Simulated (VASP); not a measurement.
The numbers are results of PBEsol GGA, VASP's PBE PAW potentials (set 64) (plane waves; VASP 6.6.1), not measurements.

VASP ran on this input.

File KPOINTS:
```
K-points
0
Gamma
  17 17 17
```

INCAR:
```
ALGO=Normal
EDIFF=1E-7
ENCUT=520
GGA=PS
ISIF=2
ISMEAR=-5
ISPIN=2
LASPH=T
LCHARG=T
LMAXMIX=4
LORBIT=11
LREAL=F
LWAVE=F
MAGMOM=0.8 0.1
NEDOS=601
NELM=100
PREC=Accurate
SYSTEM=NiO
```

POSCAR:
```
NiO
2.9019660
  0.0000000000   0.7071068372   0.7071068372
  0.7071068372   0.0000000000   0.7071068372
  0.7071068372   0.7071068372   0.0000000000
Ni O
1 1
Cartesian
  0.0000000000   0.0000000000   0.0000000000
  0.7071068372   0.7071068372   0.7071068372
```

POTCAR, in this order: Ni O (PBE.64 set). Program: vasp_std.

The run wrote:

### OUTCAR
```
 ion  position               nearest neighbor table
   1  0.000  0.000  0.000-   2 2.05   2 2.05   2 2.05   2 2.05   2 2.05   2 2.05
   2  0.500  0.500  0.500-   1 2.05   1 2.05   1 2.05   1 2.05   1 2.05   1 2.05
  LATTYP: Found a face centered cubic cell.
 ALAT       =     4.1040000000
 Subroutine PRICEL returns:
 Original cell was already a primitive cell.
 Subroutine GETGRP returns: Found 48 space group operations
The static configuration has the point symmetry O_h .
The dynamic configuration has the point symmetry O_h .
The overall configuration has the point symmetry O_h .
 Subroutine INISYM returns: Found 48 space group operations
 Subroutine IBZKPT returns following result:
 Found    165 irreducible k-points:

 Following reciprocal coordinates:
            Coordinates               Weight
  0.000000  0.000000  0.000000      1.000000
  0.058824  0.000000  0.000000      8.000000
  0.117647  0.000000  0.000000      8.000000
  0.176471  0.000000  0.000000      8.000000
  0.235294  0.000000  0.000000      8.000000
  0.294118  0.000000  0.000000      8.000000
  0.352941  0.000000  0.000000      8.000000
  0.411765  0.000000  0.000000      8.000000
  0.470588  0.000000  0.000000      8.000000
  0.058824  0.058824  0.000000      6.000000
  0.117647  0.058824  0.000000     24.000000
  0.176471  0.058824  0.000000     24.000000
  0.235294  0.058824  0.000000     24.000000
  0.294118  0.058824  0.000000     24.000000
  0.352941  0.058824  0.000000     24.000000
  0.411765  0.058824  0.000000     24.000000
  0.470588  0.058824  0.000000     24.000000
 -0.470588  0.058824  0.000000     24.000000
 -0.411765  0.058824  0.000000     24.000000
 -0.352941  0.058824  0.000000     24.000000
 -0.294118  0.058824  0.000000     24.000000
 -0.235294  0.058824  0.000000     24.000000
 -0.176471  0.058824  0.000000     24.000000
 -0.117647  0.058824  0.000000     24.000000
 -0.058824  0.058824  0.000000     12.000000
  0.117647  0.117647  0.000000      6.000000
  0.176471  0.117647  0.000000     24.000000
  0.235294  0.117647  0.000000     24.000000
  0.294118  0.117647  0.000000     24.000000
  0.352941  0.117647  0.000000     24.000000
  0.411765  0.117647  0.000000     24.000000
  0.470588  0.117647  0.000000     24.000000
 -0.470588  0.117647  0.000000     24.000000
 -0.411765  0.117647  0.000000     24.000000
 -0.352941  0.117647  0.000000     24.000000
 -0.294118  0.117647  0.000000     24.000000
 -0.235294  0.117647  0.000000     24.000000
 -0.176471  0.117647  0.000000     24.000000
 -0.117647  0.117647  0.000000     12.000000
  0.176471  0.176471  0.000000      6.000000
   k-points           NKPTS =    165   k-points in BZ     NKDIM =    165   number of bands    NBANDS=     12
   number of dos      NEDOS =    601   number of ions     NIONS =      2
   total plane-waves  NPLWV =  13824
   dimension x,y,z NGX =    24 NGY =   24 NGZ =   24
   dimension x,y,z NGXF=    48 NGYF=   48 NGZF=   48
   ions per type =               1   1
   PREC   = accura    normal or accurate (medium, high low for compatibility)
   ISTART =      0    job   : 0-new  1-cont  2-samecut
   ICHARG =      2    charge: 1-file 2-atom 10-const
   ISPIN  =      2    spin polarized calculation?
   LNONCOLLINEAR =      F non collinear calculations
   LSORBIT =      F    spin-orbit coupling
   INIWAV =      1    electr: 0-lowe 1-rand  2-diag
   ENCUT  =  520.0 eV  38.22 Ry    6.18 a.u.   5.40  5.40  5.40*2*pi/ulx,y,z
   NELM   =    100;   NELMIN=  2; NELMDL= -5     # of ELM steps
   EDIFF  = 0.1E-06   stopping-criterion for ELM
   LREAL  =      F    real-space projection
   NLSPLINE    = F    spline interpolate recip. space projectors
...
```

File OSZICAR:
```
       N       E                     dE             d eps       ncg     rms          rms(c)
DAV:   1     0.861216228232E+02    0.86122E+02   -0.79621E+03  8272   0.167E+03
DAV:   2    -0.879942002776E+01   -0.94921E+02   -0.84845E+02  8320   0.303E+02
DAV:   3    -0.144091416706E+02   -0.56097E+01   -0.53998E+01  8860   0.836E+01
DAV:   4    -0.144747796691E+02   -0.65638E-01   -0.65551E-01  8844   0.909E+00
DAV:   5    -0.144759621189E+02   -0.11824E-02   -0.11828E-02  8916   0.128E+00    0.142E+01
DAV:   6    -0.135609836835E+02    0.91498E+00   -0.15527E+01  8532   0.878E+01    0.148E+01
DAV:   7    -0.124370140836E+02    0.11240E+01   -0.52829E+00  8836   0.692E+01    0.576E+00
DAV:   8    -0.123955272038E+02    0.41487E-01   -0.38298E-01  9720   0.117E+01    0.233E+00
DAV:   9    -0.123939860301E+02    0.15412E-02   -0.21444E-02  9220   0.196E+00    0.537E-01
DAV:  10    -0.123927310945E+02    0.12549E-02   -0.29421E-03  8548   0.141E+00    0.200E-01
DAV:  11    -0.123930892077E+02   -0.35811E-03   -0.67097E-04  9548   0.444E-01    0.240E-01
DAV:  12    -0.123931124401E+02   -0.23232E-04   -0.27608E-05  9316   0.683E-02    0.239E-01
DAV:  13    -0.123932195088E+02   -0.10707E-03   -0.10703E-04  9728   0.246E-01    0.236E-01
DAV:  14    -0.123939657612E+02   -0.74625E-03   -0.26147E-02  8560   0.403E+00    0.289E-01
DAV:  15    -0.123938083384E+02    0.15742E-03   -0.34649E-03 10144   0.929E-01    0.215E-01
DAV:  16    -0.123945775504E+02   -0.76921E-03   -0.80205E-03  8824   0.234E+00    0.142E-01
DAV:  17    -0.123943690930E+02    0.20846E-03   -0.34798E-03  8440   0.147E+00    0.438E-02
DAV:  18    -0.123944835163E+02   -0.11442E-03   -0.12858E-04  8984   0.175E-01    0.540E-02
DAV:  19    -0.123944295382E+02    0.53978E-04   -0.24009E-05  9532   0.929E-02    0.184E-02
DAV:  20    -0.123942971839E+02    0.13235E-03   -0.45201E-05  9492   0.164E-01    0.681E-03
DAV:  21    -0.123943691459E+02   -0.71962E-04   -0.14573E-05  9444   0.905E-02    0.370E-03
DAV:  22    -0.123943452639E+02    0.23882E-04   -0.13032E-06  8288   0.284E-02    0.120E-03
DAV:  23    -0.123943496380E+02   -0.43741E-05   -0.87804E-08  4264   0.672E-03    0.121E-03
DAV:  24    -0.123943444301E+02    0.52079E-05   -0.81042E-08  4028   0.729E-03    0.483E-04
DAV:  25    -0.123943438762E+02    0.55389E-06   -0.15463E-08  4028   0.145E-03    0.369E-04
DAV:  26    -0.123943413059E+02    0.25703E-05   -0.12709E-08  4032   0.290E-03    0.793E-05
DAV:  27    -0.123943414482E+02   -0.14236E-06   -0.18176E-09  4020   0.662E-04    0.660E-05
DAV:  28    -0.123943413470E+02    0.10127E-06   -0.48597E-10  4020   0.369E-04    0.496E-05
DAV:  29    -0.123943412146E+02    0.13237E-06   -0.19345E-10  4016   0.162E-04    0.286E-05
DAV:  30    -0.123943409557E+02    0.25891E-06   -0.14705E-10  4004   0.287E-04    0.163E-05
DAV:  31    -0.123943409329E+02    0.22784E-07   -0.57657E-11  4008   0.872E-05
   1 F= -.12394341E+02 E0= -.12394341E+02  d E =0.000000E+00  mag=     1.2205
```

OUTCAR:
```
------------------------ aborting loop because EDIFF is reached ----------------------------------------
  FORCE on cell =-STRESS in cart. coord.  units (eV):
  Direction    XX          YY          ZZ          XY          YZ          ZX
  --------------------------------------------------------------------------------------
  Total        0.1977825      0.1977825      0.1977825      0.0000000      0.0000000      0.0000000
  in kB       18.3373373     18.3373373     18.3373373      0.0000000      0.0000000      0.0000000
  external PRESSURE =      18.3373373 kB  Pullay stress =       0.0000000 kB
  volume of cell :       17.28
      direct lattice vectors                 reciprocal lattice vectors
     0.000000000  2.052000000  2.052000000    -0.243664717  0.243664717  0.243664717
     2.052000000  0.000000000  2.052000000     0.243664717 -0.243664717  0.243664717
     2.052000000  2.052000000  0.000000000     0.243664717  0.243664717 -0.243664717
 POSITION                                       TOTAL-FORCE (eV/Angst)
 -----------------------------------------------------------------------------------
      0.00000      0.00000      0.00000         0.000000      0.000000      0.000000
      2.05200      2.05200      2.05200        -0.000000     -0.000000     -0.000000
 -----------------------------------------------------------------------------------
    total drift:                                0.000000     -0.000000     -0.000000
  FREE ENERGIE OF THE ION-ELECTRON SYSTEM (eV)
  ---------------------------------------------------
  free  energy   TOTEN  =       -12.3943409329 eV

  energy  without entropy=      -12.3943409329  energy(sigma->0) =      -12.39434093

 total charge

# of ion       s       p       d       tot
------------------------------------------
    1        0.352   0.447   8.337   9.135
    2        1.558   3.399   0.000   4.956
--------------------------------------------------
tot          1.909   3.845   8.337  14.092

 magnetization (x)

# of ion       s       p       d       tot
------------------------------------------
    1        0.010   0.014   0.997   1.021
    2        0.024   0.146   0.000   0.170
--------------------------------------------------
tot          0.035   0.160   0.997   1.191
```
(Selected blocks of OUTCAR.)

The moments were started parallel, and other spin orders were not tried in this run. For a metal the tetrahedron method with Blöchl corrections gives inexact stress and forces.

The structure was generated: NiO was put into the rock salt type (Fm-3m), which need not be its known phase. The cell was not relaxed at this level.
